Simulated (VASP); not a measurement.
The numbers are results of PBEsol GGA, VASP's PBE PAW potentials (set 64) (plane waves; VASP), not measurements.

A VASP calculation is set up with these files.

File POSCAR:
```
MgB2
3.520
  0.4389204545  -0.7602323864   0.0000000000
  0.4389204545   0.7602323864   0.0000000000
  0.0000000000   0.0000000000   1.0000000000
Mg B
1 2
Direct
  0.0000000000   0.0000000000   0.0000000000
  0.3333330000   0.6666670000   0.5000000000
  0.6666670000   0.3333330000   0.5000000000
```

File KPOINTS:
```
Automatic mesh
0
Gamma
8 8 6
0 0 0
```

INCAR:
```
ALGO = Normal
EDIFF = 1E-6
ENCUT = 400
GGA = PS
ISIF = 2
ISMEAR = -1
LASPH = .TRUE.
LCHARG = .FALSE.
LREAL = .FALSE.
LWAVE = .FALSE.
NELM = 100
PREC = Accurate
SIGMA = 0.1
SYSTEM = MgB2
```

POTCAR, in this order: Mg B (PBE.64 set). Program: vasp_std.

Output

File OSZICAR:
```
       N       E                     dE             d eps       ncg     rms          rms(c)
DAV:   1     0.113933972881E+01    0.11393E+01   -0.32396E+03   672   0.654E+02
DAV:   2    -0.175633872527E+02   -0.18703E+02   -0.17439E+02   928   0.930E+01
DAV:   3    -0.177852057821E+02   -0.22182E+00   -0.22143E+00   816   0.125E+01
DAV:   4    -0.177854791587E+02   -0.27338E-03   -0.27337E-03  1000   0.414E-01
DAV:   5    -0.177854793236E+02   -0.16493E-06   -0.16535E-06   808   0.782E-03    0.511E+00
DAV:   6    -0.164625701986E+02    0.13229E+01   -0.22380E+00   672   0.801E+00    0.243E+00
DAV:   7    -0.162299721743E+02    0.23260E+00   -0.11033E+00   784   0.557E+00    0.725E-01
DAV:   8    -0.162308545930E+02   -0.88242E-03   -0.97629E-02   688   0.197E+00    0.393E-01
DAV:   9    -0.162224637152E+02    0.83909E-02   -0.25944E-02   712   0.870E-01    0.500E-02
DAV:  10    -0.162224494031E+02    0.14312E-04   -0.91901E-04   840   0.210E-01    0.221E-02
DAV:  11    -0.162224360515E+02    0.13352E-04   -0.93505E-05   728   0.588E-02    0.450E-03
DAV:  12    -0.162224348857E+02    0.11658E-05   -0.66105E-06   784   0.153E-02    0.105E-03
DAV:  13    -0.162224348834E+02    0.23233E-08   -0.92173E-08   480   0.264E-03
   1 F= -.16222435E+02 E0= -.16207364E+02  d E =-.301426E-01
```

File OUTCAR:
```
------------------------ aborting loop because EDIFF is reached ----------------------------------------
  FORCE on cell =-STRESS in cart. coord.  units (eV):
  Direction    XX          YY          ZZ          XY          YZ          ZX
  --------------------------------------------------------------------------------------
  Total       -0.6462442     -0.6462440     -0.5721396      0.0000000     -0.0000000     -0.0000000
  in kB      -35.5727199    -35.5727066    -31.4936088      0.0000000     -0.0000000     -0.0000000
  external PRESSURE =     -34.2130118 kB  Pullay stress =       0.0000000 kB
  volume of cell :       29.11
      direct lattice vectors                 reciprocal lattice vectors
     1.545000000 -2.676018000  0.000000000     0.323624595 -0.186844782  0.000000000
     1.545000000  2.676018000  0.000000000     0.323624595  0.186844782  0.000000000
     0.000000000  0.000000000  3.520000000     0.000000000  0.000000000  0.284090909
 POSITION                                       TOTAL-FORCE (eV/Angst)
 -----------------------------------------------------------------------------------
      0.00000      0.00000      0.00000        -0.000000      0.000000      0.000000
      1.54500      0.89201      1.76000         0.000000     -0.000000      0.000000
      1.54500     -0.89201      1.76000        -0.000000      0.000000      0.000000
 -----------------------------------------------------------------------------------
    total drift:                                0.000000     -0.000000      0.000000
  FREE ENERGIE OF THE ION-ELECTRON SYSTEM (eV)
  ---------------------------------------------------
  free  energy   TOTEN  =       -16.2224348834 eV

  energy  without entropy=      -16.1922922401  energy(sigma->0) =      -16.20736356
```
(Selected blocks of OUTCAR.)

At this cut-off the stress carries a Pulay error, which pulls relaxed volumes low.

The structure is a typed MgB2 crystal (P6/mmm). The cell was not relaxed at this level.
